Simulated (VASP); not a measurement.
Input of a VASP 6.6.1 run:

File INCAR:

```
SYSTEM = InSb
PREC = Accurate ; ENCUT = 600
EDIFF = 1E-6 ; ISMEAR = 0
SIGMA = 0.03 ; LREAL = .FALSE.
LASPH = .TRUE. ; NELM = 80
ALGO = Normal ; ISIF = 3
LWAVE = .FALSE. ; LCHARG = .FALSE.
GGA = PS ; IBRION = 2
NSW = 90 ; EDIFFG = -0.01
```

File KPOINTS:

```
regular mesh
0
G
  10 10 10
  0 0 0
```

File POSCAR:

```
InSb
1.0
    0.0000000000      3.2391000000      3.2391000000
    3.2391000000      0.0000000000      3.2391000000
    3.2391000000      3.2391000000      0.0000000000
In Sb
1 1
Direct
    0.0000000000      0.0000000000      0.0000000000
    0.2500000000      0.2500000000      0.2500000000
```

Potentials or basis: VASP PAW PBE potentials, release 64 (In_d, Sb).

Run with:

```sh
$ cat potpaw_PBE.64/In_d/POTCAR potpaw_PBE.64/Sb/POTCAR > POTCAR
$ mpirun -np 1 vasp_std > vasp.out
```

(1) Predict the relaxed cell.

(2) Estimate the space group after relaxing (to 0.05 Å).

## Answers

(1) a = 4.611 Å, b = 4.611 Å, c = 4.611 Å, α = 60.00°, β = 60.00°, γ = 60.00°.

(2) F-43m (No. 216).
